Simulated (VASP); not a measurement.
A VASP calculation is set up with these files.

### INCAR
```
PREC=Accurate
ENCUT=480   # plane-wave cut-off (eV)
SIGMA=0.05   # width (eV)
NELM=100
SYSTEM=MgI2
ALGO=Normal
LCHARG=F
LMAXMIX=4
EDIFF=1E-7   # SCF stop (eV)
LWAVE=F
ISIF=2
LREAL=F   # projection in real space or not
ISMEAR=0   # Gaussian
LMIXTAU=T
LASPH=T   # aspherical one-centre terms
METAGGA=R2SCAN
```

KPOINTS:
```
Automatic mesh
0
Gamma
6 6 4
0 0 0
```

POSCAR:
```
MgI2
1
    2.0897831982    -3.6196102415     0.0180980512
    2.0897831982     3.6196102415    -0.0180980512
    0.0000000000    -0.0357726949     7.1545389860
Mg I
1 2
Direct
  0.0000000000   0.0000000000   0.0000000000
  0.3333330000   0.6666670000   0.2328399465
  0.6666670000   0.3333330000   0.7671600535
```

POTCAR, in this order: Mg I (PBE.64 set). Program: vasp_std.

**Question.** Translate this r2SCAN calculation to Ansatz.

**Answer.** One equivalent input (not run):
Ansatz 0.2 input:
```yaml
crystal:
  lattice:
    - [2.0897832, -3.6196102, 0.0180981]
    - [2.0897832, 3.6196102, -0.0180981]
    - [0.0000000, -0.0357727, 7.1545390]
  atoms:
    - { symbol: Mg, position: [0.0000000, 0.0000000, 0.0000000] }
    - { symbol: I, position: [0.3333330, 0.6666670, 0.2328399] }
    - { symbol: I, position: [0.6666670, 0.3333330, 0.7671601] }
kpoints:
  mp_grid: { grid: [6, 6, 4] }
hamiltonian:
  xc: r2scan
  pseudopotentials: { kind: paw }
scf:
  occupations: { method: gaussian, width: 0.05 }
  max_iter: 100
output: { forces: true, stress: true, eigenvalues: true }
```
The two are equivalent in intent, not identical: each code has its own PAW files, so the cut-off isn't converted (ENCUT is set for VASP's; basis.ecutwfc is left out, and Ansatz then takes the one that its files recommend); Ansatz stops its SCF on the density residual and VASP on the energy change (EDIFF).

The compound is MgI2 in the 1T layered structure. This cell was strained or had an atom moved on purpose.
